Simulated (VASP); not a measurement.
Input for VASP

POSCAR:
```
MoTe2
13.7657920
  0.1271771862  -0.2202773179   0.0000000000
  0.1271771862   0.2202773179   0.0000000000
  0.0000000000   0.0000000000   1.0000000128
Te Mo
4 2
Direct
  0.3333330000   0.6666670000   0.8819169661
  0.6666670000   0.3333330000   0.3819169661
  0.6666670000   0.3333330000   0.1180830339
  0.3333330000   0.6666670000   0.6180830339
  0.3333330000   0.6666670000   0.2500000000
  0.6666670000   0.3333330000   0.7500000000
```

INCAR:
```
# general
SYSTEM   =  MoTe2
PREC     =  Accurate
ENCUT    =  520
LREAL    =  F
LASPH    =  T

# electronic loop
EDIFF    =  1E-7
NELM     =  100
ALGO     =  Normal
LMAXMIX  =  4

# smearing
ISMEAR   =  -5

# functional
GGA      =  PE
IVDW     =  13

# ions
ISIF     =  2

# output
LWAVE    =  F
LCHARG   =  T
LORBIT   =  11
NEDOS    =  601

# other
LEFG     =  T
```

**KPOINTS**
```
Regular mesh
0
G
8 8 2
```

POTCAR, in this order: Te Mo_sv (PBE.64 set). Program: vasp_std.

Problem. Translate this PBE-D4 calculation to Ansatz.

Solution. One equivalent input (not run):
Ansatz 0.2 input:
```yaml
crystal:
  lattice:
    - [1.7506947, -3.0322917, 0.0000000]
    - [1.7506947, 3.0322917, 0.0000000]
    - [0.0000000, 0.0000000, 13.7657922]
  atoms:
    - { symbol: Te, position: [0.3333330, 0.6666670, 0.8819170] }
    - { symbol: Te, position: [0.6666670, 0.3333330, 0.3819170] }
    - { symbol: Te, position: [0.6666670, 0.3333330, 0.1180830] }
    - { symbol: Te, position: [0.3333330, 0.6666670, 0.6180830] }
    - { symbol: Mo, position: [0.3333330, 0.6666670, 0.2500000] }
    - { symbol: Mo, position: [0.6666670, 0.3333330, 0.7500000] }
kpoints:
  mp_grid: { grid: [8, 8, 2] }
hamiltonian:
  xc: pbe
  dispersion: d4
  pseudopotentials: { kind: paw }
scf:
  occupations: { method: tetrahedron }
  max_iter: 100
output: { forces: true, stress: true, eigenvalues: true }
```
Limits of the translation: each code has its own PAW files, so the cut-off isn't converted (ENCUT is set for VASP's; basis.ecutwfc is left out, and Ansatz then takes the one that its files recommend); Ansatz stops its SCF on the density residual and VASP on the energy change (EDIFF); the field gradients of LEFG aren't asked of the other code.

The compound is MoTe2 in the 2H layered structure. It was relaxed first.
